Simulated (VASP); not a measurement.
# Cl3Si2H3 in VASP: a series of runs

Runs on Cl3Si2H3. Level: PBE. Tasks: single point, relaxation of the atoms.

All numbers are computed with VASP 6.6.1; they aren't measurements. Logs are shortened: lines on timing, memory, paths and dates and some standing lists are left out, and cuts for length are marked.

### 1 The undisturbed molecule

The cell holds a molecule in a box, 8 atoms: a = 12.000 Å, b = 13.000 Å, c = 15.000 Å, α = 90.00°, β = 90.00°, γ = 90.00°.

### 2 Single point, PBE (atoms moved at random, drawn with an rms of 0.05 Å)

INCAR

```
SYSTEM = Si2H3Cl3
PREC = Accurate
ENCUT = 520
EDIFF = 1E-7
ISMEAR = 0
SIGMA = 0.01
LREAL = .False.
LASPH = .True.
NELM = 80
ALGO = Fast
ISIF = 2
LWAVE = .False.
LCHARG = .True.
GGA = PE
LELF = .True.
LVHAR = .True.
LVACPOTAV = .True.
```

KPOINTS

```
regular mesh
0
Gamma
  1 1 1
  0 0 0
```

POSCAR

```
Si2H3Cl3
1.0
   12.0000000000      0.0000000000      0.0000000000
    0.0000000000     13.0000000000      0.0000000000
    0.0000000000      0.0000000000     15.0000000000
Cl Si H
3 2 3
Direct
    0.4651430000      0.5157510000      0.6778960000
    0.3846800000      0.3574340000      0.4476650000
    0.5572500000      0.5083500000      0.3276510000
    0.4991610000      0.5833160000      0.5506300000
    0.5275520000      0.4462500000      0.4507730000
    0.6016830000      0.6443880000      0.5547460000
    0.3968590000      0.6445370000      0.5197840000
    0.6224390000      0.3731150000      0.4757440000
```

Potentials or basis: VASP PAW PBE potentials, release 64 (Cl, Si, H).

The run is started by

```sh
> cat potpaw_PBE.64/Cl/POTCAR potpaw_PBE.64/Si/POTCAR potpaw_PBE.64/H/POTCAR > POTCAR
> mpirun -np 1 vasp_gam > vasp.out
```

OUTCAR:

```text
SYSTEM = Si2H3Cl3
   PREC = Accurate
   ENCUT = 520
   EDIFF = 1E-7
   ISMEAR = 0
   LREAL = .False.
   LASPH = .True.
   NELM = 80
   ISIF = 2
   GGA = PE

 ion  position               nearest neighbor table
   1  0.465  0.516  0.678-   4 2.14
   2  0.385  0.357  0.448-   5 2.07
   3  0.557  0.508  0.328-   5 2.05
   4  0.499  0.583  0.551-   6 1.47   7 1.53   1 2.14   5 2.35
   5  0.528  0.446  0.451-   8 1.53   3 2.05   2 2.07   4 2.35
   6  0.602  0.644  0.555-   4 1.47
   7  0.397  0.645  0.520-   4 1.53
   8  0.622  0.373  0.476-   5 1.53

  LATTYP: Found a simple orthorhombic cell.
 ALAT       =    12.0000000000
 B/A-ratio  =     1.0833333333
 C/A-ratio  =     1.2500000000

  Lattice vectors:

 A1 = (  12.0000000000,   0.0000000000,   0.0000000000)
 A2 = (   0.0000000000,  13.0000000000,   0.0000000000)
 A3 = (   0.0000000000,   0.0000000000,  15.0000000000)

Analysis of symmetry for initial positions (statically):
=====================================================================
 Subroutine PRICEL returns:
 Original cell was already a primitive cell.

 Routine SETGRP: Setting up the symmetry group for a
 simple orthorhombic supercell.

 Subroutine GETGRP returns: Found  1 space group operations
 (whereof  1 operations were pure point group operations)
 out of a pool of  8 trial point group operations.

The static configuration has the point symmetry C_1 .

Analysis of symmetry for dynamics (positions and initial velocities):
=====================================================================
 Subroutine PRICEL returns:
 Original cell was already a primitive cell.

 Routine SETGRP: Setting up the symmetry group for a
 simple orthorhombic supercell.

 Subroutine GETGRP returns: Found  1 space group operations
 (whereof  1 operations were pure point group operations)
 out of a pool of  8 trial point group operations.

The dynamic configuration has the point symmetry C_1 .

 Subroutine INISYM returns: Found  1 space group operations
 (whereof  1 operations are pure point group operations),
 and found     1 'primitive' translations

----------------------------------------------------------------------------------------

                                     Primitive cell

  volume of cell :    2340.0000

  direct lattice vectors                    reciprocal lattice vectors
    12.000000000  0.000000000  0.000000000     0.083333333  0.000000000  0.000000000
     0.000000000 13.000000000  0.000000000     0.000000000  0.076923077  0.000000000
     0.000000000  0.000000000 15.000000000     0.000000000  0.000000000  0.066666667

  length of vectors
    12.000000000 13.000000000 15.000000000     0.083333333  0.076923077  0.066666667

  position of ions in fractional coordinates (direct lattice)
     0.465143000  0.515751000  0.677896000
     0.384680000  0.357434000  0.447665000
     0.557250000  0.508350000  0.327651000
     0.499161000  0.583316000  0.550630000
     0.527552000  0.446250000  0.450773000
     0.601683000  0.644388000  0.554746000
     0.396859000  0.644537000  0.519784000
     0.622439000  0.373115000  0.475744000

  ion indices of the primitive-cell ions
   primitive index   ion index
                 1           1
                 2           2
                 3           3
                 4           4
                 5           5
                 6           6
                 7           7
                 8           8

----------------------------------------------------------------------------------------

 KPOINTS: regular mesh

Automatic generation of k-mesh.
 Grid dimensions read from file:
 generate k-points for:    1    1    1

 Generating k-lattice:

  Cartesian coordinates                     Fractional coordinates (reciprocal lattice)
     0.083333333  0.000000000  0.000000000     1.000000000  0.000000000  0.000000000
     0.000000000  0.076923077  0.000000000     0.000000000  1.000000000  0.000000000
     0.000000000  0.000000000  0.066666667     0.000000000  0.000000000  1.000000000

  Length of vectors
     0.083333333  0.076923077  0.066666667

  Shift w.r.t. Gamma in fractional coordinates (k-lattice)
     0.000000000  0.000000000  0.000000000

 Subroutine IBZKPT returns following result:
 ===========================================

 Found      1 irreducible k-points:

 Following reciprocal coordinates:
            Coordinates               Weight
  0.000000  0.000000  0.000000      1.000000
   k-points           NKPTS =      1   k-points in BZ     NKDIM =      1   number of bands    NBANDS=     21
   number of dos      NEDOS =    301   number of ions     NIONS =      8
   total plane-waves  NPLWV = 987840
   dimension x,y,z NGX =    90 NGY =   98 NGZ =  112
   dimension x,y,z NGXF=   180 NGYF=  196 NGZF=  224
   ions per type =               3   2   3
   NGX,Y,Z   is equivalent  to a cutoff of  12.47, 12.53, 12.41 a.u.
   NGXF,Y,Z  is equivalent  to a cutoff of  24.94, 25.06, 24.83 a.u.
 SYSTEM =  Si2H3Cl3
   PREC   = accura    normal or accurate (medium, high low for compatibility)
   ISTART =      0    job   : 0-new  1-cont  2-samecut
   ICHARG =      2    charge: 1-file 2-atom 10-const
   ISPIN  =      1    spin polarized calculation?
   LNONCOLLINEAR =      F non collinear calculations
   LSORBIT =      F    spin-orbit coupling
   LASPH  =      T    aspherical Exc in radial PAW
   ENCUT  =  520.0 eV  38.22 Ry    6.18 a.u.  22.31 24.17 27.89*2*pi/ulx,y,z
   NELM   =     80;   NELMIN=  2; NELMDL= -5     # of ELM steps
   EDIFF  = 0.1E-06   stopping-criterion for ELM
   LREAL  =      F    real-space projection
   EDIFFG = 0.1E-05   stopping-criterion for IOM
   NSW    =      0    number of steps for IOM
   IBRION =     -1    ionic relax: 0-MD 1-quasi-New 2-CG
   NFREE  =      0    steps in history (QN), initial steepest desc. (CG)
   ISIF   =      2    stress and relaxation
   ISYM   =      2    0-nonsym 1-usesym 2-fastsym
   POTIM  = 0.5000    time-step for ionic-motion
   TEBEG  =    0.0;   TEEND  =   0.0 temperature during run
   PSTRESS=    0.0 pullay stress
   NELECT =      32.0000    total number of electrons
   NUPDOWN=      -1.0000    fix difference up-down
   EMIN   =  10.00;   EMAX   =-10.00  energy-range for DOS
   EFERMI =   0.00;   METHOD = LEGACY
   ISMEAR =     0;   SIGMA  =   0.01  broadening in eV -4-tet -1-fermi 0-gaus
   EFERMI_NEDOS =   21; number of points for ismear=-14 and -15
   IALGO  =     68    algorithm
   IMIX   =      4    mixing-type and parameters
     AMIX     =   0.40;   BMIX     =  1.00
     AMIX_MAG =   1.60;   BMIX_MAG =  1.00
  volume/ion in A,a.u.               =     292.50      1973.89
  Fermi-wavevector in a.u.,A,eV,Ry     =   0.391489  0.739807  2.085278  0.153264
  Thomas-Fermi vector in A             =   1.334178
   LORBIT       =      0    0 simple, 1 ext, 2 COOP (PROOUT), +10 PAW based schemes
   GGA     = PE    functional components
   LHFCALC =     F    Hartree Fock is set to
   AEXX    =    0.0000 exact exchange contribution
   IVDW    =     0    specifies the selected vdW correction
   LEPSILON=     F    determine dielectric tensor
   LRPA    =     F    only Hartree local field effects (RPA)
 non-spin polarized calculation
 RMM-DIIS sequential band-by-band and
 Gauss-broadening in eV      SIGMA  =   0.01
  energy-cutoff  :      520.00
  volume of cell :     2340.00
 maximum number of plane-waves:     31488
 NGX is ok and might be reduce to    90
   NGX = 45   NGY = 49   NGZ = 55

 number of electron      32.0000001 magnetization

 Free energy of the ion-electron system (eV)
  ---------------------------------------------------
  ext. energy  EPLUGINS =         0.00000000
  ---------------------------------------------------
  free energy    TOTEN  =       -30.87694303 eV

  energy without entropy =      -30.87694303  energy(sigma->0) =      -30.87694303

 E-fermi :  -6.5206     XC(G=0):  -0.9325

 val. band max:       -6.6176812013   @ k =   0.0000   0.0000   0.0000
 cond. band min:      -1.7736508810   @ k =   0.0000   0.0000   0.0000
 fundamental gap:      4.8440303203
 Fermi energy:        -6.5205943634

 k-point     1 :       0.0000    0.0000    0.0000
  band No.  band energies     occupation
      1     -21.0058      2.00000
      2     -20.3940      2.00000
      3     -20.2548      2.00000
      4     -13.8841      2.00000
      5     -12.4642      2.00000
      6     -10.0476      2.00000
      7      -9.7664      2.00000
      8      -9.3780      2.00000
      9      -9.2017      2.00000
     10      -8.9833      2.00000
     11      -8.0785      2.00000
     12      -7.9837      2.00000
     13      -7.7232      2.00000
     14      -7.6460      2.00000
     15      -7.4510      2.00000
     16      -6.6177      2.00000
     17      -1.7737      0.00000
     18      -1.2675      0.00000
     19      -0.6762      0.00000
     20      -0.4506      0.00000
     21      -0.1713      0.00000

------------------------ aborting loop because EDIFF is reached ----------------------------------------

  FORCE on cell =-STRESS in cart. coord.  units (eV):
  Direction    XX          YY          ZZ          XY          YZ          ZX
  --------------------------------------------------------------------------------------
  -------------------------------------------------------------------------------------
  Total       -1.1432303     -0.8642518     -1.5136372      1.0100168      1.1754057     -0.0688972
  in kB       -0.7827597     -0.5917456     -1.0363740      0.6915496      0.8047899     -0.0471733
  external PRESSURE =      -0.8036264 kB  Pullay stress =       0.0000000 kB

 VOLUME and BASIS-vectors are now :
 -----------------------------------------------------------------------------
  energy-cutoff  :      520.00
  volume of cell :     2340.00
      direct lattice vectors                 reciprocal lattice vectors
    12.000000000  0.000000000  0.000000000     0.083333333  0.000000000  0.000000000
     0.000000000 13.000000000  0.000000000     0.000000000  0.076923077  0.000000000
     0.000000000  0.000000000 15.000000000     0.000000000  0.000000000  0.066666667

 POSITION                                       TOTAL-FORCE (eV/Angst)
 -----------------------------------------------------------------------------------
      5.58172      6.70476     10.16844         0.223120      0.518954     -0.881514
      4.61616      4.64664      6.71498         0.061081      0.051742     -0.043938
      6.68700      6.60855      4.91477         0.087112      0.073439     -0.247191
      5.98993      7.58311      8.25945        -1.046054     -0.620628      0.425548
      6.33062      5.80125      6.76159         0.211217     -0.584291      0.505136
      7.22020      8.37704      8.32119         0.276398      0.368256      0.152819
      4.76231      8.37898      7.79676         0.605728     -0.259216      0.298431
      7.46927      4.85049      7.13616        -0.418602      0.451744     -0.209292
 -----------------------------------------------------------------------------------
    total drift:                                0.000511      0.000295      0.000092

  FREE ENERGIE OF THE ION-ELECTRON SYSTEM (eV)
  ---------------------------------------------------
  free  energy   TOTEN  =       -30.8769430337 eV

  energy  without entropy=      -30.8769430337  energy(sigma->0) =      -30.87694303
```

Run time: 4.4 min. Hardware: 1 thread of Intel Xeon Platinum 8488C (Sapphire Rapids), shared host; peak memory 1.8 GiB.

Results:

| Quantity | Value |
| --- | --- |
| Free energy | -30.8769 eV |
| Largest force | 1.289 eV/Å |
| Gap between the frontier levels | 4.84 eV |

Forces in eV/Å, atoms in the order of the input:
```
Cl   0.223  0.519 -0.882
Cl   0.061  0.052 -0.044
Cl   0.087  0.073 -0.247
Si  -1.046 -0.621  0.426
Si   0.211 -0.584  0.505
H    0.276  0.368  0.153
H    0.606 -0.259  0.298
H   -0.419  0.452 -0.209
```

### 3 Relaxation of the atoms, PBE (atoms moved at random, drawn with an rms of 0.02 Å)

INCAR

```
ALGO = Normal ; EDIFF = 1E-6
EDIFFG = -0.01 ; ENCUT = 520
GGA = PE ; IBRION = 2
ISIF = 2 ; ISMEAR = 0
LASPH = True ; LCHARG = False
LREAL = False ; LWAVE = False
NELM = 80 ; NSW = 60
PREC = Accurate ; SIGMA = 0.01
```

KPOINTS

```
k-points
0
Gamma
  1 1 1
```

POSCAR

```
Si2H3Cl3
1.0
   12.0000000000      0.0000000000      0.0000000000
    0.0000000000     13.0000000000      0.0000000000
    0.0000000000      0.0000000000     15.0000000000
Cl Si H
3 2 3
Direct
    0.4672840000      0.5201200000      0.6765370000
    0.3838460000      0.3568290000      0.4442060000
    0.5596540000      0.5062480000      0.3294890000
    0.4975660000      0.5795280000      0.5509800000
    0.5269470000      0.4430550000      0.4508990000
    0.5985680000      0.6473830000      0.5568890000
    0.4006940000      0.6414770000      0.5237970000
    0.6184960000      0.3746500000      0.4749150000
```

Potentials or basis: VASP PAW PBE potentials, release 64 (Cl, Si, H).

The run is started by

```sh
> cat potpaw_PBE.64/Cl/POTCAR potpaw_PBE.64/Si/POTCAR potpaw_PBE.64/H/POTCAR > POTCAR
> mpirun -np 1 vasp_gam > vasp.out
```

OUTCAR:

```text
EDIFF = 1E-6
   EDIFFG = -0.01
   ENCUT = 520
   GGA = PE
   IBRION = 2
   ISIF = 2
   ISMEAR = 0
   LASPH = True
   LREAL = False
   NELM = 80
   NSW = 60
   PREC = Accurate

 ion  position               nearest neighbor table
   1  0.467  0.520  0.677-   4 2.07
   2  0.384  0.357  0.444-   5 2.05
   3  0.560  0.506  0.329-   5 2.04
   4  0.498  0.580  0.551-   7 1.47   6 1.50   1 2.07   5 2.35
   5  0.527  0.443  0.451-   8 1.46   3 2.04   2 2.05   4 2.35
   6  0.599  0.647  0.557-   4 1.50
   7  0.401  0.641  0.524-   4 1.47
   8  0.618  0.375  0.475-   5 1.46

  LATTYP: Found a simple orthorhombic cell.
 ALAT       =    12.0000000000
 B/A-ratio  =     1.0833333333
 C/A-ratio  =     1.2500000000

  Lattice vectors:

 A1 = (  12.0000000000,   0.0000000000,   0.0000000000)
 A2 = (   0.0000000000,  13.0000000000,   0.0000000000)
 A3 = (   0.0000000000,   0.0000000000,  15.0000000000)
[... 289 lines left out ...]

[... ionic steps 4 to 11 ...]

--------------------------------------- Ionic step       12  -------------------------------------------

 number of electron      31.9999998 magnetization

------------------------ aborting loop because EDIFF is reached ----------------------------------------
[... 79 lines left out ...]
--------------------------------------- Ionic step       14  -------------------------------------------

 number of electron      31.9999998 magnetization

 Free energy of the ion-electron system (eV)
  ---------------------------------------------------
  ext. energy  EPLUGINS =         0.00000000
  ---------------------------------------------------
  free energy    TOTEN  =       -30.97267162 eV

  energy without entropy =      -30.97267162  energy(sigma->0) =      -30.97267162

 E-fermi :  -6.5970     XC(G=0):  -0.9294

 val. band max:       -6.6515602477   @ k =   0.0000   0.0000   0.0000
 cond. band min:      -1.6501850836   @ k =   0.0000   0.0000   0.0000
 fundamental gap:      5.0013751641
 Fermi energy:        -6.5969936535

 k-point     1 :       0.0000    0.0000    0.0000
  band No.  band energies     occupation
      1     -20.9565      2.00000
      2     -20.5524      2.00000
      3     -20.3877      2.00000
      4     -13.8752      2.00000
      5     -12.5034      2.00000
      6     -10.0208      2.00000
[... 48 lines left out ...]
  FREE ENERGIE OF THE ION-ELECTRON SYSTEM (eV)
  ---------------------------------------------------
  free  energy   TOTEN  =       -30.9726716180 eV

  energy  without entropy=      -30.9726716180  energy(sigma->0) =      -30.97267162

 reached required accuracy - stopping structural energy minimisation
```

CONTCAR:

```text
Si2H3Cl3
   1.00000000000000
    12.0000000000000000    0.0000000000000000    0.0000000000000000
     0.0000000000000000   13.0000000000000000    0.0000000000000000
     0.0000000000000000    0.0000000000000000   15.0000000000000000
  Cl              Si              H
     3     2     3
Direct
     0.4675573817157547    0.5200418820208760    0.6770998490234428
     0.3833611397129522    0.3560308368994281    0.4442253703692561
     0.5604786820439098    0.5068398080981792    0.3282188870227026
     0.4977095284062972    0.5802424125445147    0.5517932823843165
     0.5260595791332435    0.4437330079970619    0.4515021383733921
     0.5988778901521002    0.6466675599374857    0.5567023179359535
     0.3994383785742106    0.6421728230446240    0.5232987354296693
     0.6195724202615323    0.3735616694578328    0.4748714194612791

  0.00000000E+00  0.00000000E+00  0.00000000E+00
  0.00000000E+00  0.00000000E+00  0.00000000E+00
  0.00000000E+00  0.00000000E+00  0.00000000E+00
  0.00000000E+00  0.00000000E+00  0.00000000E+00
  0.00000000E+00  0.00000000E+00  0.00000000E+00
  0.00000000E+00  0.00000000E+00  0.00000000E+00
  0.00000000E+00  0.00000000E+00  0.00000000E+00
  0.00000000E+00  0.00000000E+00  0.00000000E+00
```

Run time: 20 min. Hardware: 1 thread of Intel Xeon Platinum 8488C (Sapphire Rapids), shared host; peak memory 1.8 GiB.

Results:

```yaml
Free_energy: -30.9727 eV
Energy_gained_by_relaxing: 2.6 meV/atom
Ionic_steps: 14
Largest_force_after_relaxing: 0.007 eV/Å
Gap_between_the_frontier_levels: 5.00 eV
```

Forces on the atoms (eV/Å):
```
Cl  -0.001  0.005  0.003
Cl  -0.002 -0.004 -0.002
Cl   0.003  0.004 -0.001
Si   0.003 -0.003 -0.002
Si  -0.006 -0.003 -0.002
H   -0.002 -0.002 -0.003
H    0.000  0.002  0.005
H    0.005  0.001  0.003
```

The path:
| step | energy change (eV) | largest force (eV/Å) | pressure (GPa) |
| --- | --- | --- | --- |
| 1 | 0.0000 | 0.6148 | 0.05 |
| 2 | -0.0095 | 0.5829 | 0.00 |
| 3 | -0.0178 | 0.2305 | 0.02 |
| 4 | -0.0204 | 0.0734 | 0.00 |
| 5 | -0.0204 | 0.0807 | 0.00 |
| 6 | -0.0209 | 0.0257 | 0.00 |
| 7 | -0.0209 | 0.0306 | 0.00 |
| 8 | -0.0210 | 0.0202 | -0.01 |
| 9 | -0.0210 | 0.0238 | -0.01 |
| 10 | -0.0211 | 0.0154 | -0.01 |
| 11 | -0.0211 | 0.0173 | 0.00 |
| 12 | -0.0211 | 0.0221 | 0.00 |
| 13 | -0.0211 | 0.0122 | 0.00 |
| 14 | -0.0212 | 0.0074 | 0.00 |

Final structure:
```yaml
crystal:
  lattice:
    - [12.00000, 0.00000, 0.00000]
    - [0.00000, 13.00000, 0.00000]
    - [0.00000, 0.00000, 15.00000]
  atoms:
    - { symbol: Cl, position: [0.46756, 0.52004, 0.67710] }
    - { symbol: Cl, position: [0.38336, 0.35603, 0.44423] }
    - { symbol: Cl, position: [0.56048, 0.50684, 0.32822] }
    - { symbol: Si, position: [0.49771, 0.58024, 0.55179] }
    - { symbol: Si, position: [0.52606, 0.44373, 0.45150] }
    - { symbol: H, position: [0.59888, 0.64667, 0.55670] }
    - { symbol: H, position: [0.39944, 0.64217, 0.52330] }
    - { symbol: H, position: [0.61957, 0.37356, 0.47487] }
```
